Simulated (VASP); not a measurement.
```yaml
crystal:
  lattice:
    - [4.05391, 0.00000, 0.00000]
    - [0.00000, 4.05391, 0.00000]
    - [0.00000, 0.00000, 6.18565]
  atoms:
    - { symbol: Tc, position: [0.00000, 0.00000, 0.00000] }
    - { symbol: Tc, position: [0.50000, 0.50000, 0.00000] }
    - { symbol: Tc, position: [0.50000, 0.00000, 0.27000] }
    - { symbol: Tc, position: [0.00000, 0.50000, 0.73000] }
    - { symbol: Ge, position: [0.50000, 0.00000, 0.70000] }
    - { symbol: Ge, position: [0.00000, 0.50000, 0.30000] }
```

The numbers are results of PBE GGA, VASP's PBE PAW potentials (set 64) (plane waves; VASP), not measurements. Run with 300 eV cut-off, 3×3×2 Γ-centred mesh, Fermi-Dirac smearing of 0.10 eV, potentials Tc_pv Ge_d.

At this cut-off the stress carries a Pulay error, which pulls relaxed volumes low.

Question: Which forces act on the atoms, in eV/Å?

Answer: 
```json
[
 {"atom": "Tc1", "Fx": "0.000", "Fy": "0.000", "Fz": "0.000"},
 {"atom": "Tc2", "Fx": "0.000", "Fy": "0.000", "Fz": "0.000"},
 {"atom": "Tc3", "Fx": "0.000", "Fy": "0.000", "Fz": "0.579"},
 {"atom": "Tc4", "Fx": "0.000", "Fy": "0.000", "Fz": "-0.579"},
 {"atom": "Ge5", "Fx": "0.000", "Fy": "0.000", "Fz": "-0.113"},
 {"atom": "Ge6", "Fx": "0.000", "Fy": "0.000", "Fz": "0.113"}
]
```

Question: Give the stress tensor in GPa (positive for a compressed cell).

Answer: 
```
-12.48    0.00    0.00
  0.00  -12.48    0.00
  0.00    0.00   -8.73
```
The pressure is its mean diagonal, -11.23 GPa.

The structure was generated: Tc2Ge was put into an ordered model structure, which need not be its known phase. The cell was not relaxed at this level. The k-mesh is coarse (spacing up to 0.52 per Å, 2π included), so the numbers may not be converged in it.
